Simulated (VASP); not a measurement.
# Ge2Cl (P6_3/mmc) in VASP: relaxation of cell and atoms with PBE

Aim: the relaxation of cell and atoms of Ge2Cl with PBE.

Program: VASP 6.6.1. These are calculated values, not measurements. Logs are shortened: lines on timing, memory, paths and dates and some standing lists are left out, and cuts for length are marked.

### Step 1. The structure

Symmetry: P6_3/mmc, No. 194, hexagonal system. Conventional cell: a = 4.000 Å, b = 4.000 Å, c = 22.400 Å, α = 90.00°, β = 90.00°, γ = 120.00°. Around Ge (site symmetry 3m) lie 1 Cl at 2.17 Å and 3 Ge at 2.45 Å. Ge (site symmetry 3m) is surrounded by 4 Ge at 2.45 to 2.46 Å. Cl (site symmetry 3m) has 1 Ge at 2.17 Å as nearest neighbours.

The cell was built by a generator and needn't be a form met in nature.

### Step 2. Relaxation of cell and atoms, PBE

Contents of INCAR:

```
  ALGO = Fast
  EDIFF = 1E-4
  EDIFFG = -0.08
  ENCUT = 520
  GGA = PE
  IBRION = 2
  ISIF = 3
  ISMEAR = 0
  KPAR = 2
  LASPH = T
  LCHARG = F
  LREAL = Auto
  LWAVE = F
  NELM = 60
  NSW = 24
  PREC = Normal
  SIGMA = 0.15
```

Contents of KPOINTS:

```
k-points
0
Gamma
  5 5 1
```

Contents of POSCAR:

```
Ge2Cl
1.0
    4.0000000000      0.0000000000      0.0000000000
   -2.0000000000      3.4641016200      0.0000000000
    0.0000000000      0.0000000000     22.4000000000
Ge Cl
8 4
Direct
    0.6666666700      0.3333333300      0.6590000000
    0.0000000000      0.0000000000      0.6950000000
    0.6666666700      0.3333333300      0.8410000000
    0.0000000000      0.0000000000      0.8050000000
    0.3333333300      0.6666666700      0.3410000000
    0.0000000000      0.0000000000      0.3050000000
    0.3333333300      0.6666666700      0.1590000000
    0.0000000000      0.0000000000      0.1950000000
    0.6666666700      0.3333333300      0.5620000000
    0.6666666700      0.3333333300      0.9380000000
    0.3333333300      0.6666666700      0.4380000000
    0.3333333300      0.6666666700      0.0620000000
```

Potentials or basis: VASP PAW PBE potentials, release 64 (Ge_d, Cl).

Command:

```
> cat potpaw_PBE.64/Ge_d/POTCAR potpaw_PBE.64/Cl/POTCAR > POTCAR
> mpirun -np 2 vasp_std > vasp.out
```

OUTCAR:

```text
EDIFF = 1E-4
   EDIFFG = -0.08
   ENCUT = 520
   GGA = PE
   IBRION = 2
   ISIF = 3
   ISMEAR = 0
   LASPH = T
   LREAL = Auto
   NELM = 60
   NSW = 24
   PREC = Normal

 ion  position               nearest neighbor table
   1  0.667  0.333  0.659-   9 2.17   2 2.45   2 2.45   2 2.45
   2  0.000  0.000  0.695-   1 2.45   1 2.45   1 2.45   4 2.46
   3  0.667  0.333  0.841-  10 2.17   4 2.45   4 2.45   4 2.45
   4  0.000  0.000  0.805-   3 2.45   3 2.45   3 2.45   2 2.46
   5  0.333  0.667  0.341-  11 2.17   6 2.45   6 2.45   6 2.45
   6  0.000  0.000  0.305-   5 2.45   5 2.45   5 2.45   8 2.46
   7  0.333  0.667  0.159-  12 2.17   8 2.45   8 2.45   8 2.45
   8  0.000  0.000  0.195-   7 2.45   7 2.45   7 2.45   6 2.46
   9  0.667  0.333  0.562-   1 2.17
  10  0.667  0.333  0.938-   3 2.17
  11  0.333  0.667  0.438-   5 2.17
  12  0.333  0.667  0.062-   7 2.17

  LATTYP: Found a hexagonal cell.
 ALAT       =     4.0000000000
 C/A-ratio  =     5.6000000000

  Lattice vectors:

 A1 = (   4.0000000000,   0.0000000000,   0.0000000000)
 A2 = (  -2.0000000000,   3.4641016200,   0.0000000000)
 A3 = (   0.0000000000,   0.0000000000,  22.4000000000)

Analysis of symmetry for initial positions (statically):
=====================================================================
 Subroutine PRICEL returns:
 Original cell was already a primitive cell.

 Routine SETGRP: Setting up the symmetry group for a
 hexagonal supercell.

 Subroutine GETGRP returns: Found 24 space group operations
 (whereof 12 operations were pure point group operations)
 out of a pool of 24 trial point group operations.

The static configuration has the point symmetry D_3d.
 The point group associated with its full space group is D_6h.

Analysis of symmetry for dynamics (positions and initial velocities):
=====================================================================
 Subroutine PRICEL returns:
 Original cell was already a primitive cell.

 Routine SETGRP: Setting up the symmetry group for a
 hexagonal supercell.

 Subroutine GETGRP returns: Found 24 space group operations
 (whereof 12 operations were pure point group operations)
 out of a pool of 24 trial point group operations.

The dynamic configuration has the point symmetry D_3d.
 The point group associated with its full space group is D_6h.

 Subroutine INISYM returns: Found 24 space group operations
 (whereof 12 operations are pure point group operations),
 and found     1 'primitive' translations

----------------------------------------------------------------------------------------

                                     Primitive cell

  volume of cell :     310.3835

  direct lattice vectors                    reciprocal lattice vectors
     4.000000000  0.000000000  0.000000000     0.250000000  0.144337567  0.000000000
    -2.000000000  3.464101620  0.000000000     0.000000000  0.288675134  0.000000000
     0.000000000  0.000000000 22.400000000     0.000000000  0.000000000  0.044642857

  length of vectors
     4.000000000  4.000000004 22.400000000     0.288675134  0.288675134  0.044642857

  position of ions in fractional coordinates (direct lattice)
     0.666666670  0.333333330  0.659000000
     0.000000000  0.000000000  0.695000000
     0.666666670  0.333333330  0.841000000
     0.000000000  0.000000000  0.805000000
     0.333333330  0.666666670  0.341000000
     0.000000000  0.000000000  0.305000000
     0.333333330  0.666666670  0.159000000
     0.000000000  0.000000000  0.195000000
     0.666666670  0.333333330  0.562000000
     0.666666670  0.333333330  0.938000000
     0.333333330  0.666666670  0.438000000
     0.333333330  0.666666670  0.062000000

  ion indices of the primitive-cell ions
   primitive index   ion index
                 1           1
                 2           2
                 3           3
                 4           4
                 5           5
                 6           6
                 7           7
                 8           8
                 9           9
                10          10
                11          11
                12          12

----------------------------------------------------------------------------------------

 KPOINTS: k-points

Automatic generation of k-mesh.
 Grid dimensions read from file:
 generate k-points for:    5    5    1

 Generating k-lattice:

  Cartesian coordinates                     Fractional coordinates (reciprocal lattice)
     0.050000000  0.028867513  0.000000000     0.200000000  0.000000000  0.000000000
     0.000000000  0.057735027  0.000000000     0.000000000  0.200000000  0.000000000
     0.000000000  0.000000000  0.044642857     0.000000000  0.000000000  1.000000000

  Length of vectors
     0.057735027  0.057735027  0.044642857

  Shift w.r.t. Gamma in fractional coordinates (k-lattice)
     0.000000000  0.000000000  0.000000000

 Subroutine IBZKPT returns following result:
 ===========================================

 Found      5 irreducible k-points:

 Following reciprocal coordinates:
            Coordinates               Weight
  0.000000  0.000000  0.000000      1.000000
  0.200000  0.000000  0.000000      6.000000
  0.400000  0.000000  0.000000      6.000000
  0.200000  0.200000  0.000000      6.000000
  0.400000  0.200000  0.000000      6.000000
   k-points           NKPTS =      5   k-points in BZ     NKDIM =      5   number of bands    NBANDS=     84
   number of dos      NEDOS =    301   number of ions     NIONS =     12
   total plane-waves  NPLWV =  72576
   dimension x,y,z NGX =    24 NGY =   24 NGZ =  126
   dimension x,y,z NGXF=    48 NGYF=   48 NGZF=  252
   ions per type =               8   4
   NGX,Y,Z   is equivalent  to a cutoff of   9.97,  9.97,  9.35 a.u.
   NGXF,Y,Z  is equivalent  to a cutoff of  19.95, 19.95, 18.70 a.u.
 SYSTEM =  unknown system
   PREC   = normal    normal or accurate (medium, high low for compatibility)
   ISTART =      0    job   : 0-new  1-cont  2-samecut
   ICHARG =      2    charge: 1-file 2-atom 10-const
   ISPIN  =      1    spin polarized calculation?
   LNONCOLLINEAR =      F non collinear calculations
   LSORBIT =      F    spin-orbit coupling
   LASPH  =      T    aspherical Exc in radial PAW
   ENCUT  =  520.0 eV  38.22 Ry    6.18 a.u.   7.44  7.44 41.65*2*pi/ulx,y,z
   NELM   =     60;   NELMIN=  2; NELMDL= -5     # of ELM steps
   EDIFF  = 0.1E-03   stopping-criterion for ELM
   LREAL  =      T    real-space projection
   EDIFFG = -.8E-01   stopping-criterion for IOM
   NSW    =     24    number of steps for IOM
   IBRION =      2    ionic relax: 0-MD 1-quasi-New 2-CG
   NFREE  =      1    steps in history (QN), initial steepest desc. (CG)
   ISIF   =      3    stress and relaxation
   ISYM   =      2    0-nonsym 1-usesym 2-fastsym
   POTIM  = 0.5000    time-step for ionic-motion
   TEBEG  =    0.0;   TEEND  =   0.0 temperature during run
   PSTRESS=    0.0 pullay stress
   NELECT =     140.0000    total number of electrons
   NUPDOWN=      -1.0000    fix difference up-down
   EMIN   =  10.00;   EMAX   =-10.00  energy-range for DOS
   EFERMI =   0.00;   METHOD = LEGACY
   ISMEAR =     0;   SIGMA  =   0.15  broadening in eV -4-tet -1-fermi 0-gaus
   EFERMI_NEDOS =   21; number of points for ismear=-14 and -15
   IALGO  =     68    algorithm
   IMIX   =      4    mixing-type and parameters
     AMIX     =   0.40;   BMIX     =  1.00
     AMIX_MAG =   1.60;   BMIX_MAG =  1.00
  volume/ion in A,a.u.               =      25.87       174.55
  Fermi-wavevector in a.u.,A,eV,Ry     =   1.255504  2.372558 21.446718  1.576289
  Thomas-Fermi vector in A             =   2.389257
   LORBIT       =      0    0 simple, 1 ext, 2 COOP (PROOUT), +10 PAW based schemes
   GGA     = PE    functional components
   LHFCALC =     F    Hartree Fock is set to
   AEXX    =    0.0000 exact exchange contribution
   IVDW    =     0    specifies the selected vdW correction
   LEPSILON=     F    determine dielectric tensor
   LRPA    =     F    only Hartree local field effects (RPA)
 conjugate gradient relaxation of ions
 non-spin polarized calculation
 RMM-DIIS sequential band-by-band and
 Gauss-broadening in eV      SIGMA  =   0.15
  energy-cutoff  :      520.00
  volume of cell :      310.38
 maximum number of plane-waves:      8401
   NGX = 15   NGY = 15   NGZ = 83

--------------------------------------- Ionic step        1  -------------------------------------------

 number of electron     139.9999715 magnetization

 Free energy of the ion-electron system (eV)
  ---------------------------------------------------
  ext. energy  EPLUGINS =         0.00000000
  ---------------------------------------------------
  free energy    TOTEN  =       -47.33116377 eV

  energy without entropy =      -47.32422227  energy(sigma->0) =      -47.32769302

------------------------ aborting loop because EDIFF is reached ----------------------------------------

  FORCE on cell =-STRESS in cart. coord.  units (eV):
  Direction    XX          YY          ZZ          XY          YZ          ZX
  --------------------------------------------------------------------------------------
  -------------------------------------------------------------------------------------
  Total        6.1742853      6.1742853      1.9611369      0.0000000      0.0000000     -0.0000000
  in kB       31.8712168     31.8712169     10.1232475      0.0000000      0.0000000     -0.0000000
  external PRESSURE =      24.6218937 kB  Pullay stress =       0.0000000 kB
[... 119 lines left out ...]
  FREE ENERGIE OF THE ION-ELECTRON SYSTEM (eV)
  ---------------------------------------------------
  free  energy   TOTEN  =       -47.5167417990 eV

  energy  without entropy=      -47.4925526662  energy(sigma->0) =      -47.50464723

[... ionic steps 4 to 14 ...]

--------------------------------------- Ionic step       15  -------------------------------------------

 number of electron     140.0000527 magnetization

------------------------ aborting loop because EDIFF is reached ----------------------------------------
[... 87 lines left out ...]
--------------------------------------- Ionic step       17  -------------------------------------------

 number of electron     140.0000519 magnetization

 Free energy of the ion-electron system (eV)
  ---------------------------------------------------
  ext. energy  EPLUGINS =         0.00000000
  ---------------------------------------------------
  free energy    TOTEN  =       -47.53973598 eV

  energy without entropy =      -47.51874507  energy(sigma->0) =      -47.52924053

 E-fermi :   2.1936     XC(G=0):  -8.4576

 val. band max:        2.1750433422   @ k =   0.0000   0.0000   0.0000
 cond. band min:       2.2127251100   @ k =   0.0000   0.0000   0.0000
 fundamental gap:      0.0376817678
 Fermi energy:         2.1935624124

 k-point     1 :       0.0000    0.0000    0.0000
  band No.  band energies     occupation
      1     -22.6523      2.00000
      2     -22.6522      2.00000
      3     -22.6501      2.00000
      4     -22.6501      2.00000
      5     -22.6159      2.00000
      6     -22.6159      2.00000
[... 74 lines left out ...]
     81       6.2426      0.00000
     82       6.2426      0.00000

 k-point     2 :       0.2000    0.0000    0.0000
  band No.  band energies     occupation
      1     -22.6570      2.00000
      2     -22.6569      2.00000
      3     -22.6541      2.00000
      4     -22.6541      2.00000
      5     -22.6190      2.00000
      6     -22.6190      2.00000
[... 74 lines left out ...]
     81       6.5503      0.00000
     82       6.7903      0.00000

 k-point     3 :       0.4000    0.0000    0.0000
  band No.  band energies     occupation
      1     -22.6624      2.00000
      2     -22.6624      2.00000
      3     -22.6587      2.00000
      4     -22.6587      2.00000
      5     -22.6216      2.00000
      6     -22.6216      2.00000
[... 74 lines left out ...]
     81       7.3636      0.00000
     82       7.3897      0.00000

 k-point     4 :       0.2000    0.2000    0.0000
  band No.  band energies     occupation
      1     -22.6615      2.00000
      2     -22.6615      2.00000
      3     -22.6579      2.00000
      4     -22.6579      2.00000
      5     -22.6251      2.00000
      6     -22.6251      2.00000
[... 74 lines left out ...]
     81       6.5763      0.00000
     82       6.7090      0.00000

 k-point     5 :       0.4000    0.2000    0.0000
  band No.  band energies     occupation
      1     -22.6637      2.00000
      2     -22.6637      2.00000
      3     -22.6598      2.00000
      4     -22.6598      2.00000
      5     -22.6290      2.00000
      6     -22.6290      2.00000
[... 74 lines left out ...]
     81       6.6873      0.00000
     82       6.7202      0.00000
 [bands above 82 left out]

------------------------ aborting loop because EDIFF is reached ----------------------------------------

  FORCE on cell =-STRESS in cart. coord.  units (eV):
  Direction    XX          YY          ZZ          XY          YZ          ZX
  --------------------------------------------------------------------------------------
  -------------------------------------------------------------------------------------
  Total       -0.0253471     -0.0253471     -0.3353640      0.0000000     -0.0000000      0.0000000
  in kB       -0.1223558     -0.1223558     -1.6188707      0.0000000     -0.0000000      0.0000000
  external PRESSURE =      -0.6211941 kB  Pullay stress =       0.0000000 kB
[... 27 lines left out ...]
  FREE ENERGIE OF THE ION-ELECTRON SYSTEM (eV)
  ---------------------------------------------------
  free  energy   TOTEN  =       -47.5397359847 eV

  energy  without entropy=      -47.5187450725  energy(sigma->0) =      -47.52924053

 reached required accuracy - stopping structural energy minimisation
```

It took 7.4 min on 2 MPI ranks of Intel Xeon Platinum 8259CL at 2.50GHz (Skylake/Cascade Lake), shared host; peak memory 0.32 GiB.

What came out:

```
Free energy                            : -47.5397 eV
Relaxed volume                         : 27.66 Å³/atom
Relaxed cell                           : a = 4.131 Å, b = 4.131 Å, c = 22.457 Å, α = 90.00°, β = 90.00°, γ = 120.00°
Space group after relaxing (to 0.05 Å) : P6_3/mmc (No. 194)
Energy gained by relaxing              : 17.4 meV/atom
Ionic steps                            : 17
Pressure after relaxing                : -0.1 GPa
Largest force after relaxing           : 0.051 eV/Å
Band gap on the k mesh                 : 0.04 eV, direct
```

Forces on the atoms (eV/Å):
```
Ge   0.000  0.000 -0.016
Ge   0.000  0.000  0.015
Ge   0.000  0.000  0.016
Ge   0.000  0.000 -0.015
Ge   0.000  0.000  0.016
Ge   0.000  0.000 -0.015
Ge   0.000  0.000 -0.016
Ge   0.000  0.000  0.015
Cl   0.000  0.000  0.051
Cl   0.000  0.000 -0.051
Cl   0.000  0.000 -0.051
Cl   0.000  0.000  0.051
```

The path:
| step | energy change (eV) | largest force (eV/Å) | pressure (GPa) | volume (Å³) |
| --- | --- | --- | --- | --- |
| 1 | 0.0000 | 0.1679 | 2.46 | 310.38 |
| 2 | -0.1797 | 0.2060 | 0.13 | 328.55 |
| 3 | -0.1856 | 0.2234 | -0.58 | 332.72 |
| 4 | -0.1843 | 0.2089 | 0.09 | 330.84 |
| 5 | -0.1853 | 0.2190 | -0.29 | 331.84 |
| 6 | -0.1950 | 0.3267 | 0.29 | 331.42 |
| 7 | -0.1968 | 0.2759 | 0.17 | 331.54 |
| 8 | -0.2060 | 0.0949 | 0.32 | 332.42 |
| 9 | -0.2062 | 0.1006 | 0.27 | 332.49 |
| 10 | -0.2061 | 0.1293 | 0.08 | 332.63 |
| 11 | -0.2062 | 0.1030 | -0.11 | 332.55 |
| 12 | -0.2069 | 0.0854 | 0.17 | 331.85 |
| 13 | -0.2070 | 0.1115 | -0.27 | 332.15 |
| 14 | -0.2070 | 0.0818 | 0.20 | 331.99 |
| 15 | -0.2071 | 0.1048 | 0.22 | 332.07 |
| 16 | -0.2071 | 0.0977 | 0.04 | 332.11 |
| 17 | -0.2086 | 0.0511 | -0.06 | 331.91 |

Final structure:
```cif
data_structure
_symmetry_space_group_name_H-M 'P 1'
_symmetry_Int_Tables_number 1
_cell_length_a 4.1311
_cell_length_b 4.1311
_cell_length_c 22.4572
_cell_angle_alpha 90.000
_cell_angle_beta 90.000
_cell_angle_gamma 120.000
_cell_volume 331.91
loop_
_atom_site_label
_atom_site_type_symbol
_atom_site_fract_x
_atom_site_fract_y
_atom_site_fract_z
_atom_site_occupancy
Ge1 Ge 0.66667 0.33333 0.65986 1
Ge2 Ge 0.00000 0.00000 0.69404 1
Ge3 Ge 0.66667 0.33333 0.84014 1
Ge4 Ge 0.00000 0.00000 0.80596 1
Ge5 Ge 0.33333 0.66667 0.34014 1
Ge6 Ge 0.00000 0.00000 0.30596 1
Ge7 Ge 0.33333 0.66667 0.15986 1
Ge8 Ge 0.00000 0.00000 0.19404 1
Cl1 Cl 0.66667 0.33333 0.56289 1
Cl2 Cl 0.66667 0.33333 0.93711 1
Cl3 Cl 0.33333 0.66667 0.43711 1
Cl4 Cl 0.33333 0.66667 0.06289 1
```

Caveat: the relaxation stopped at a loose force limit of 0.08 eV/Å, so its end isn't a converged minimum.
